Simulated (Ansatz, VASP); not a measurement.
# Na2Si4O9 (sodium tetrasilicate glass) in two plane-wave programs, part 2 of 4

Wanted: the spread between two codes on one cell, functional and k mesh. The structure shown is the start of the Ansatz relaxation below; VASP solves that cell, so the two are compared at the walk's first step.

VASP 6.6.1 and Ansatz 0.2.0.

So far: Starting point; Ansatz: relaxation, PBE.

## 3. VASP: single point, PBE, start cell, pair 1

Level of this step: PBE; plane waves and PAW (Na_pv, Si, O) (VASP).

The same cell, functional and mesh now go to VASP, with its own data sets.

Lines of VASP's logs that name or quote its potential files are left out, and so is its time.

Input file INCAR:

```
SYSTEM = Na2Si4O9
PREC = Accurate
ENCUT = 520
EDIFF = 1E-06
NELM = 120
ISMEAR = 0
SIGMA = 0.01
LREAL = Auto
ALGO = Normal
GGA = PE
NBANDS = 264
LORBIT = 11
LWAVE = .FALSE.
LCHARG = .FALSE.
ISIF = 2
LASPH = .TRUE.
GGA_COMPAT = .FALSE.
EFERMI = MIDGAP
NCORE = 2
```

Input file POSCAR:

```
Na2Si4O9
1.0
   10.1788000000      0.0000000000      0.0000000000
    0.0000000000     10.1788000000      0.0000000000
    0.0000000000      0.0000000000     10.1788000000
Na Si O
10 20 45
Direct
    0.0425000982      0.0150312414      0.3715074469
    0.0497406374      0.7655421071      0.3336444375
    0.8963532047      0.8503359925      0.0561362833
    0.7181789602      0.2019884466      0.9473906551
    0.9604570283      0.1281585256      0.0865622667
    0.5118579793      0.3598656030      0.7591955830
    0.6472373954      0.8667033442      0.9361614336
    0.4574704287      0.0570499469      0.9179176327
    0.1338959406      0.7824792706      0.7106240421
    0.2793256572      0.2027645695      0.1618363658
    0.8087888553      0.4494537667      0.6823692380
    0.4704189099      0.8845345227      0.2460407907
    0.0362911149      0.3099088301      0.3555527174
    0.6362537824      0.1477973828      0.2963315912
    0.8938971195      0.9960014933      0.7638326718
    0.7524167878      0.7495775533      0.6036664440
    0.9198628522      0.5422741384      0.1708158133
    0.2934137619      0.3762526035      0.5289523323
    0.2064879947      0.9023657013      0.0710791056
    0.4060989508      0.1019864817      0.6469524895
    0.6929402287      0.6918202539      0.3102428577
    0.4752033639      0.7206939914      0.7369630998
    0.1127637836      0.4092132668      0.7680669627
    0.3311785279      0.8418772350      0.5106299367
    0.1690572563      0.6215565686      0.9856761111
    0.8008409636      0.1974888985      0.5385605376
    0.7266082446      0.5285593587      0.9617636657
    0.1639191260      0.1117518764      0.8438224545
    0.5178999489      0.4339018352      0.3470448383
    0.4317110072      0.4547196133      0.0549278893
    0.2970487680      0.0976441231      0.7577514049
    0.8249007742      0.6497131292      0.2380732503
    0.7230027115      0.1095610485      0.4347270798
    0.8368668212      0.0061795104      0.9075529532
    0.4291075569      0.4412307934      0.2123236531
    0.6103568201      0.5595060321      0.3512496561
    0.5859138602      0.2961547530      0.3299701340
    0.2253409046      0.4097339569      0.6665422250
    0.5854914135      0.5052953197      0.0225763351
    0.0850001965      0.9048021378      0.1704228396
    0.3998801430      0.9727865760      0.5598990058
    0.0779070224      0.2214995874      0.2427201635
    0.7540378041      0.4400813455      0.8305694188
    0.1774177703      0.7815066609      0.9746630251
    0.9699276929      0.4253644830      0.6984811569
    0.0536212520      0.5988819900      0.0964160805
    0.4473120604      0.8258733839      0.8481648131
    0.7507466499      0.7656894722      0.4416728887
    0.6063288403      0.7663673518      0.6538393524
    0.7302137777      0.1517074704      0.1711891382
    0.1632707195      0.3658486266      0.4373698275
    0.1202302825      0.5484831218      0.8562993673
    0.7860062090      0.5940582387      0.6221263803
    0.4805379809      0.5766789798      0.7733229850
    0.5951978622      0.7821354187      0.2260875545
    0.3488033953      0.2209592486      0.5481687429
    0.1816324125      0.8609954022      0.4930345424
    0.8418575864      0.1068495304      0.6630742327
    0.3069025818      0.5601839117      0.0289032106
    0.8367587535      0.4661551460      0.0643003104
    0.9711557355      0.4388336543      0.2866251425
    0.3523303336      0.9014225645      0.1422859276
    0.5293256572      0.0297284552      0.2628305891
    0.1995618344      0.0444158447      0.9847722718
    0.7479172398      0.3339489920      0.5884681888
    0.5408397847      0.1386017998      0.7038255983
    0.4042519747      0.3205682399      0.9809997249
    0.7645302000      0.6732522498      0.9374287735
    0.3512791292      0.7382599128      0.6236393288
    0.8574684639      0.8547471215      0.6752662396
    0.3969917869      0.8184756553      0.3667721146
    0.0461744017      0.0277832357      0.7816540260
    0.1178724408      0.2638228475      0.8413467206
    0.4161394270      0.4459366527      0.4703010178
    0.9341572680      0.2419636892      0.4568318466
```

Input file KPOINTS:

```
Automatic mesh
0
Gamma
1 1 1
0 0 0
```

The projector-augmented-wave data sets are Na_pv, Si and O (PBE family, release 64).

Run with:

```bash
$ mpirun -np 8 vasp_gam
```

Numbers of over 12 decimals in the logs are rounded to 6 here.

What it wrote:

```text
[banner, memory and clock lines left out]
running    8 mpi-ranks, on    1 nodes
[...]
LDA part: xc-table for (Slater+PW92), standard interpolation
 POSCAR, INCAR and KPOINTS ok, starting setup
[...]
entering main loop
       N       E                     dE             d eps       ncg     rms          rms(c)
DAV:   1     0.554970070524E+04    0.55497E+04   -0.22711E+05   528   0.175E+03
DAV:   2     0.184665102915E+03   -0.53650E+04   -0.51000E+04   616   0.471E+02
DAV:   3    -0.566283583108E+03   -0.75095E+03   -0.73579E+03   576   0.199E+02
DAV:   4    -0.611393406029E+03   -0.45110E+02   -0.44571E+02   648   0.524E+01
[...]
DAV:  18    -0.528648050187E+03    0.35282E-05   -0.14209E-05   616   0.126E-02    0.102E-02
DAV:  19    -0.528648048779E+03    0.14080E-05   -0.96790E-06   568   0.117E-02    0.370E-03
DAV:  20    -0.528648049080E+03   -0.30098E-06   -0.40986E-06   552   0.594E-03
   1 F= -.52864805E+03 E0= -.52864805E+03  d E =0.000000E+00
```

From OUTCAR (step 3):

```text
  Total       22.0860703     19.9284018     30.5291842     -1.1592157      2.5673614     -9.9698823
  in kB       33.5536129     30.2756385     46.3805653     -1.7611043      3.9003883    -15.1464506
  external PRESSURE =      36.7366056 kB  Pullay stress =       0.0000000 kB

 POSITION                                       TOTAL-FORCE (eV/Angst)
 -----------------------------------------------------------------------------------
[...]
7.31020      2.05600      9.64330        -0.052606      0.318201      0.106774
      9.77630      1.30450      0.88110        -0.361077      0.229459      0.351590
      5.21010      3.66300      7.72770        -0.277255      0.410320      0.143311
      6.58810      8.82200      9.52900         0.059566     -1.018700     -0.450342
      4.65650      0.58070      9.34330        -0.442951     -0.022133     -0.336504
      1.36290      7.96470      7.23330         0.275241     -0.036789     -0.192758
      2.84320      2.06390      1.64730         0.276227      0.532417     -0.081446
      8.23250      4.57490      6.94570         1.763167      0.722058      0.199857
      4.78830      9.00350      2.50440         0.155783     -0.720077      1.633645
      0.36940      3.15450      3.61910        -0.146478      2.563890      1.468811
      6.47630      1.50440      3.01630         2.436934     -0.277707     -0.125198
      9.09880     10.13810      7.77490        -2.277475     -0.886798     -2.120775
      7.65870      7.62980      6.14460        -0.737605      0.048649      0.525286
[...]
-----------------------------------------------------------------------------------
    total drift:                               -0.000262      0.001129      0.021973

  FREE ENERGIE OF THE ION-ELECTRON SYSTEM (eV)
  ---------------------------------------------------
  free  energy   TOTEN  =      -528.6480490798 eV

  energy  without entropy=     -528.6480490798  energy(sigma->0) =     -528.64804908

[... 3 further parts left out ...]
[key lines of the parts left out:]
E-fermi :   3.8042
```

The run ends at a pressure of 3.67 GPa, with forces up to 5.1 eV/Å.

## 4. Differences

Known differences besides the potentials themselves: fixed occupations in Ansatz, narrow Gaussian smearing in VASP; the data sets hold 440 valence electrons in Ansatz (on its default PAW (the set named soft_2) files) and 420 in VASP; the cutoff is 420 eV in Ansatz and 520 eV in VASP (PREC = Accurate, projectors in real space). Total energies have different zeros and are not compared.

Forces on 10 of the 75 atoms, those with the largest forces and the largest differences (eV/Å; atoms numbered as in POSCAR):

| atom | Ansatz x, y, z | VASP x, y, z |
| --- | --- | --- |
| Si17 | 2.030, -2.853, 0.297 | 2.077, -2.829, 0.347 |
| Si18 | -1.733, -4.866, 0.014 | -1.743, -4.841, 0.042 |
| Si20 | -0.234, 1.172, -3.258 | -0.292, 1.158, -3.295 |
| O31 | -2.584, -0.456, 2.650 | -2.578, -0.453, 2.633 |
| O42 | 1.235, -3.265, -2.279 | 1.260, -3.315, -2.337 |
| O54 | 0.306, -3.672, 0.609 | 0.319, -3.779, 0.640 |
| O57 | -4.080, 0.178, -0.833 | -4.176, 0.194, -0.847 |
| O66 | 2.234, 0.690, 2.027 | 2.340, 0.715, 2.069 |
| O67 | 0.002, -1.292, -0.084 | -0.015, -1.392, -0.137 |
| O68 | 0.700, 2.786, 0.110 | 0.733, 2.905, 0.093 |

The forces differ by 33 meV/Å r.m.s., which is 2.7 % of the r.m.s. force of 1.223 eV/Å (both taken over all components).

## 5. Ansatz: relaxation, PBE

The two programs are compared at the cell with which this relaxation starts, whose forces are those of its first step.

The structure compared here is the start of the Ansatz relaxation; VASP solves that cell, so the two are compared at the walk's first step.

Input file input.yaml:

```yaml
crystal:
  lattice:
    - [10.1788, 0.0, 0.0]
    - [0.0, 10.1788, 0.0]
    - [0.0, 0.0, 10.1788]
  atoms:
    - { symbol: Na, position: [0.80738, 0.43177, 0.76856] }
    - { symbol: Na, position: [0.7236, 0.10822, 0.10106] }
    - { symbol: Na, position: [0.37768, 0.03488, 0.57494] }
    - { symbol: Na, position: [0.58488, 0.33495, 0.56625] }
    - { symbol: Na, position: [0.65234, 0.41186, 0.14107] }
    - { symbol: Na, position: [0.70982, 0.11067, 0.42289] }
    - { symbol: Na, position: [0.46416, 0.41822, 0.86886] }
    - { symbol: Na, position: [0.34846, 0.27243, 0.02416] }
    - { symbol: Na, position: [0.24641, 0.19502, 0.76639] }
    - { symbol: Na, position: [0.88827, 0.43205, 0.54305] }
    - { symbol: Si, position: [0.00566, 0.85411, 0.28798] }
    - { symbol: Si, position: [0.68166, 0.68502, 0.53188] }
    - { symbol: Si, position: [0.93444, 0.87202, 0.58586] }
    - { symbol: Si, position: [0.06188, 0.56024, 0.23523] }
    - { symbol: Si, position: [0.16918, 0.51738, 0.95294] }
    - { symbol: Si, position: [0.45247, 0.96275, 0.1152] }
    - { symbol: Si, position: [0.25906, 0.45232, 0.57718] }
    - { symbol: Si, position: [0.91781, 0.29759, 0.26357] }
    - { symbol: Si, position: [0.47408, 0.79031, 0.75193] }
    - { symbol: Si, position: [0.40391, 0.20538, 0.3157] }
    - { symbol: Si, position: [0.67307, 0.65513, 0.96374] }
    - { symbol: Si, position: [0.36077, 0.48531, 0.29852] }
    - { symbol: Si, position: [0.13103, 0.20948, 0.46038] }
    - { symbol: Si, position: [0.55734, 0.06642, 0.84413] }
    - { symbol: Si, position: [0.03144, 0.23908, 0.95873] }
    - { symbol: Si, position: [0.16329, 0.95552, 0.0547] }
    - { symbol: Si, position: [0.89151, 0.85725, 0.00481] }
    - { symbol: Si, position: [0.56928, 0.70842, 0.24509] }
    - { symbol: Si, position: [0.84008, 0.13563, 0.73042] }
    - { symbol: Si, position: [0.1725, 0.70667, 0.70802] }
    - { symbol: O, position: [0.56591, 0.73814, 0.62319] }
    - { symbol: O, position: [0.31365, 0.51123, 0.99613] }
    - { symbol: O, position: [0.88865, 0.84529, 0.17667] }
    - { symbol: O, position: [0.80261, 0.75012, 0.94444] }
    - { symbol: O, position: [0.49127, 0.17863, 0.43541] }
    - { symbol: O, position: [0.95264, 0.45672, 0.27859] }
    - { symbol: O, position: [0.31719, 0.40582, 0.7076] }
    - { symbol: O, position: [0.37257, 0.46666, 0.45606] }
    - { symbol: O, position: [0.31806, 0.7715, 0.73519] }
    - { symbol: O, position: [0.50304, 0.95223, 0.74713] }
    - { symbol: O, position: [0.54831, 0.99113, 0.99203] }
    - { symbol: O, position: [0.8484, 0.99592, 0.9725] }
    - { symbol: O, position: [0.00275, 0.21941, 0.36664] }
    - { symbol: O, position: [0.05531, 0.80066, 0.65846] }
    - { symbol: O, position: [0.42386, 0.09552, 0.19573] }
    - { symbol: O, position: [0.88669, 0.00184, 0.66817] }
    - { symbol: O, position: [0.68908, 0.12168, 0.78915] }
    - { symbol: O, position: [0.15124, 0.35086, 0.52798] }
    - { symbol: O, position: [0.14446, 0.61077, 0.83024] }
    - { symbol: O, position: [0.45232, 0.17854, 0.87387] }
    - { symbol: O, position: [0.25285, 0.20126, 0.36049] }
    - { symbol: O, position: [0.3071, 0.91631, 0.04821] }
    - { symbol: O, position: [0.96936, 0.26455, 0.10374] }
    - { symbol: O, position: [0.54668, 0.7244, 0.87593] }
    - { symbol: O, position: [0.15518, 0.10772, 0.57561] }
    - { symbol: O, position: [0.9675, 0.90369, 0.43013] }
    - { symbol: O, position: [0.80923, 0.77841, 0.57132] }
    - { symbol: O, position: [0.76631, 0.26708, 0.27188] }
    - { symbol: O, position: [0.64347, 0.66472, 0.11807] }
    - { symbol: O, position: [0.0645, 0.56647, 0.07197] }
    - { symbol: O, position: [0.1126, 0.94742, 0.21047] }
    - { symbol: O, position: [0.81931, 0.24074, 0.6148] }
    - { symbol: O, position: [0.45027, 0.60737, 0.2662] }
    - { symbol: O, position: [0.13472, 0.10502, 0.9823] }
    - { symbol: O, position: [0.20459, 0.49867, 0.26977] }
    - { symbol: O, position: [0.68596, 0.50457, 0.91804] }
    - { symbol: O, position: [0.05193, 0.70406, 0.29243] }
    - { symbol: O, position: [0.51252, 0.85392, 0.2106] }
    - { symbol: O, position: [0.70931, 0.53954, 0.56582] }
    - { symbol: O, position: [0.11756, 0.36364, 0.93022] }
    - { symbol: O, position: [0.19786, 0.60006, 0.58444] }
    - { symbol: O, position: [0.92983, 0.21053, 0.83925] }
    - { symbol: O, position: [0.05625, 0.85556, 0.98414] }
    - { symbol: O, position: [0.42399, 0.34488, 0.24544] }
    - { symbol: O, position: [0.65034, 0.71169, 0.37671] }
kpoints:
  mp_grid: { grid: [1, 1, 1] }
hamiltonian:
  xc: pbe
scf:
  occupations: { method: fixed }
output:
  forces: true
  stress: true
relax:
  f_tol: 0.04
  max_steps: 90
  cell: { stress_tol: 0.1, fix: [alpha, beta, gamma] }
```

Run with:

```bash
$ ansatz run input.yaml --threads 8 --pin off --max-ram 15360MiB --backend cpu --events-out ev --progress --plain --runs-dir out
```

What it wrote:

```text
[...]
Crystal: 75 atoms, lattice volume = 1054.605 Å³
Basis set: ecut = 420 eV, 20479 PW (Γ), exchange–correlation on 144×144×144 points (8 copies of the dense FFT grid, shifted against one another)
Bands: 295, of which v1, the nominal top of the filled ones, is band 220 counted from 1 (219 counted from 0)
Symmetry: 1 space group operations
[...]
k-points: 1
[...]
- { symbol: O, position: [0.874147, 0.863926, 0.186522] }
    - { symbol: O, position: [0.801129, 0.781343, 0.948246] }
    - { symbol: O, position: [0.509566, 0.171675, 0.430173] }
    - { symbol: O, position: [0.946337, 0.447999, 0.278905] }
    - { symbol: O, position: [0.349248, 0.398352, 0.682799] }
    - { symbol: O, position: [0.380364, 0.478730, 0.448732] }
[...]
- { symbol: O, position: [0.926539, 0.207030, 0.828642] }
    - { symbol: O, position: [0.064369, 0.840113, 1.001590] }
    - { symbol: O, position: [0.456426, 0.368297, 0.238185] }
    - { symbol: O, position: [0.642533, 0.710217, 0.391668] }
[key lines of the parts left out:]
P = ⅓ Tr σ = -0.0113 GPa (-0.113 kbar)
```

[end of part 2 of 4]

[Lines on the potential files, build, host, timing and source positions are cut from VASP's logs without a mark.]

[Logs are printed without paths, hosts, clocks, repeated set-up lines and the standing remarks that a program may print on its own settings, such as how far it seeks lower states.]

[Hosts, paths, dates, database ids (printed as entryN), source tags and the programs' standing remarks are cut or masked in the printed files.]
